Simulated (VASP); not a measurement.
Here is the system:

```xyz
2
Lattice="0.0000 2.2751 2.2751 2.2751 0.0000 2.2751 2.2751 2.2751 0.0000" Properties=species:S:1:pos:R:3 pbc="T T T"
Ga     0.0000     0.0000     0.0000
N      1.1375     1.1375     1.1375
```

Calculation: PBE GGA, VASP's PBE PAW potentials (set 64) (plane waves; VASP). Run with 520 eV cut-off, Gaussian smearing of 0.050 eV, potentials Ga_d N.

Give the energies of bands 7 to 11 at the high-symmetry points, in eV from the valence-band maximum.

| band | Γ | X | U | L | W |
|---|---|---|---|---|---|
| 7 | 0.00 | -6.01 | -5.75 | -6.85 | -5.59 |
| 8 | 0.00 | -2.60 | -4.10 | -0.93 | -3.57 |
| 9 | 0.00 | -2.60 | -2.09 | -0.93 | -3.50 |
| 10 | 1.54 | 3.34 | 4.95 | 4.44 | 6.17 |
| 11 | 10.12 | 6.49 | 7.63 | 8.58 | 8.09 |

The gap is direct, 1.54 eV, from the valence maximum at Γ to the conduction minimum at Γ.

The compound is GaN in the zinc blende structure, a metastable form; wurtzite is the usual one. It was relaxed first.
